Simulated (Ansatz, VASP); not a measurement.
# WC (Qusongite): VASP beside Ansatz, part 2 of 2

One calculation is typed for both programs; each brings its own data sets. How far apart do they land? Of the first pair: The structure shown is the end of the Ansatz relaxation below.

VASP 6.6.1 and Ansatz 0.2.0.

So far. Step 3 (VASP: single point, LDA): The run ends at a pressure of 3.90 GPa.

**5. VASP: zone-centre phonons, LDA**

Level of this step: LDA; plane waves and PAW (C, W) (VASP).

Second derivatives magnify differences that forces hide, and they need a tight electronic threshold. The cell compared in this pair holds 18.99 Å³, against 20.14 Å³ for the pair before.

Contents of INCAR:

```
SYSTEM = WC
PREC = Accurate
ENCUT = 600
EDIFF = 1E-08
NELM = 120
ISMEAR = 1
SIGMA = 0.2
LREAL = .FALSE.
ALGO = Normal
GGA = CA
NBANDS = 11
LASPH = .TRUE.
LORBIT = 11
LWAVE = .FALSE.
LCHARG = .FALSE.
ISIF = 2
IBRION = 8
GGA_COMPAT = .FALSE.
KPAR = 2
```

Contents of POSCAR:

```
WC
1.0
    2.7685721112      0.0000000000      0.0000000000
   -1.3842860556      2.3976537805      0.0000000000
    0.0000000000      0.0000000000      2.8605967560
C W
1 1
Direct
    0.6666666667      0.3333333333      0.5000000000
    0.0000000000      0.0000000000      0.0000000000
```

Contents of KPOINTS:

```
Automatic mesh
0
Gamma
18 18 16
0 0 0
```

PAW data sets: C and W (LDA family, release 64).

The run is started by

```
$ mpirun -np 2 vasp_std
```

Numbers of over 12 decimals in the logs are rounded to 6 here.

What it wrote:

```text
[... set-up lines as in an earlier step ...]
 entering main loop
       N       E                     dE             d eps       ncg     rms          rms(c)
DAV:   1     0.247517551245E+02    0.24752E+02   -0.55796E+03  7326   0.934E+02
DAV:   2    -0.258704544175E+02   -0.50622E+02   -0.48475E+02  8558   0.207E+02
DAV:   3    -0.276912342015E+02   -0.18208E+01   -0.18063E+01  8874   0.334E+01
DAV:   4    -0.276997063936E+02   -0.84722E-02   -0.84709E-02  8055   0.274E+00
[...]
DAV:  11    -0.245949488989E+02    0.45117E-05   -0.37037E-05  8682   0.427E-02    0.757E-03
DAV:  12    -0.245949485819E+02    0.31701E-06   -0.21969E-06  8152   0.104E-02    0.458E-03
DAV:  13    -0.245949485795E+02    0.24809E-08   -0.86691E-08  8265   0.303E-03
   1 F= -.24594949E+02 E0= -.24595108E+02  d E =0.477624E-03
 Linear response reoptimize wavefunctions to high precision
DAV:   1    -0.245949485789E+02    0.52773E-09   -0.28325E-09  6195   0.394E-04
DAV:   2    -0.245949485789E+02   -0.13188E-10   -0.18583E-10  4059   0.132E-04
 Linear response DOF=           4
 Linear response progress:
[...]
RMM:   7    -0.106833543603E+00   -0.71473E-06   -0.75795E-08 54615   0.674E-04    0.117E-04
RMM:   8    -0.106832955135E+00    0.58847E-06   -0.11502E-07 56353   0.134E-04    0.208E-05
RMM:   9    -0.106832948356E+00    0.67794E-08    0.33594E-09 56231   0.353E-05    0.478E-06
 first order change of Fermi-energy  -0.53347E-04
 force on displaced ion       2 direction 1 : -19.447   0.002   0.000
 Linear response progress:
  Degree of freedom:   4/  4
       N       E                     dE             d eps       ncg     rms          rms(c)
RMM:   1    -0.119551272009E+00   -0.11955E+00   -0.94532E-02 23837   0.196E+00
RMM:   2    -0.115351840476E+00    0.41994E-02   -0.23082E-03 17553   0.400E-01    0.185E-01
RMM:   3    -0.114840462764E+00    0.51138E-03   -0.20671E-04 18351   0.103E-01    0.101E-01
RMM:   4    -0.114890755722E+00   -0.50293E-04   -0.29045E-04 18364   0.117E-01    0.133E-02
[...]
RMM:   8    -0.114923945915E+00    0.44163E-07    0.29796E-09 19855   0.913E-05    0.901E-05
RMM:   9    -0.114923569546E+00    0.37637E-06    0.28092E-09 19875   0.553E-05    0.369E-06
RMM:  10    -0.114923564436E+00    0.51095E-08    0.24390E-09 19854   0.177E-05    0.174E-06
 first order change of Fermi-energy  -0.97613E-03
 force on displaced ion       2 direction 3 :   0.000   0.000 -17.445
 Linear response finished
```

From OUTCAR (step 5):

```text
  Total        5.4132353      5.4132353      0.3220921      0.0000000     -0.0000000     -0.0000000
  in kB      456.7394574    456.7394574     27.1763830      0.0000000     -0.0000000     -0.0000000
  external PRESSURE =     313.5517659 kB  Pullay stress =       0.0000000 kB

 POSITION                                       TOTAL-FORCE (eV/Angst)
 -----------------------------------------------------------------------------------
      1.38429      0.79922      1.43030         0.000000      0.000000      0.000000
      0.00000      0.00000      0.00000        -0.000000      0.000000      0.000000
 -----------------------------------------------------------------------------------
    total drift:                               -0.000000      0.000000      0.000000

[... 1 part as in an earlier step ...]

[... 1 further part left out ...]
```

**6. Ansatz: zone-centre phonons, LDA**

The same cell, functional (in two slightly different forms), mesh and smearing now go to Ansatz, which takes its cutoff from its data sets.

The cell is taken from a series of runs on this material, whose earlier steps may have relaxed, scaled, displaced or heated it; both programs get it as it stands.

Contents of input.yaml:

```yaml
crystal:
  lattice:
    - [2.7685721112, 0.0, 0.0]
    - [-1.3842860556, 2.3976537805, 0.0]
    - [0.0, 0.0, 2.860596756]
  atoms:
    - { symbol: C, position: [0.6666666667, 0.3333333333, 0.5] }
    - { symbol: W, position: [0.0, 0.0, 0.0] }
kpoints:
  mp_grid: { grid: [18, 18, 16] }
hamiltonian:
  xc: lda
  pseudopotentials: { kind: paw, azcp: { folder: soft_1 }, xc_functional: pbe }
scf:
  occupations: { method: methfessel_paxton, width: 0.2 }
output:
  eigenvalues: true
phonons:
  method: dfpt
```

The run is started by

```
$ ansatz run input.yaml --threads 4 --pin off --max-ram 10240MiB --backend cpu --events-out ev --progress --plain --runs-dir out
```

What it wrote:

```text
zone centre: on kpoints.mp_grid the ground state, and the responses unless they are solved on pairs of k-points, stand on 819 of the mesh's 5184 k-points, reduced under 4 symmetry operations, with k and −k counted as one. Each operation leaves every solved displacement unchanged or reverses it
[...]
Crystal: 2 atoms, lattice volume = 18.989 Å³
[...]
k mesh reduced under 4 symmetry operations, with k and −k counted as one. Each operation leaves every solved displacement unchanged or reverses it
  ASR residual: 2.157e-4 → 0.000e0 eV/Å²; symmetrization residual: 1.276e-6 eV/Å²
  ASR residual per site (eV/Å²): 1.30e-4 2.16e-4
  Γ frequencies (cm⁻¹): 0.00 0.00 0.00 635.48 676.79 676.79
  non-analytic LO–TO correction: not included (Born effective charges unavailable; polar crystals: no LO–TO splitting at Γ)
[key lines of the parts left out:]
SCF converged after 8 iterations
Free energy (F): -10373.969871 eV
Fermi energy:    22.297838 eV
```

**7. Comparison**

What differs besides the data sets and the points named for the pairs above, as far as they apply: the data sets hold 18 valence electrons in Ansatz (on its PAW soft_1 files) and 10 in VASP. Total energies have different zeros and are not compared.

The two programs side by side:

```
                  quantity  Ansatz   VASP  difference
     optical mode 1 (cm⁻¹)   635.5  648.6     -2.03 %
optical mode 2 to 3 (cm⁻¹)   676.8  684.9     -1.18 %
```

Modes are paired by rising frequency, not by their patterns, so a pair may set unlike modes beside each other; they are those without the splitting of longitudinal modes.

**8. Summary of results**

| Quantity | Value |
| --- | --- |
| difference in pressure (single point, LDA) | -0.71 GPa |
| r.m.s. difference of the optical zone-centre modes, each program's sorted by frequency (zone-centre phonons, LDA) | 10 cm⁻¹ |
| difference in optical mode 1 (zone-centre phonons, LDA) | -2.0 % |

In words: The difference in pressure is -0.71 GPa (single point, LDA), within the 1 GPa picked in this series as the mark of a large difference. The data sets hold unlike numbers of valence electrons (18 in Ansatz and 10 in VASP), so part of the differences comes from the potentials. Among the rows given in per cent, the largest difference of the zone-centre phonons, LDA pair is in optical mode 1, -2.0 %. How closely two codes agree says nothing of how well the functional describes the real material.

[Lines on the potential files, build, host, timing and source positions are cut from VASP's logs without a mark.]

[Logs are printed without paths, hosts, clocks, repeated set-up lines and the standing remarks that a program may print on its own settings, such as how far it seeks lower states.]

[Hosts, paths, dates, database ids (printed as entryN), source tags and the programs' standing remarks are cut or masked in the printed files.]
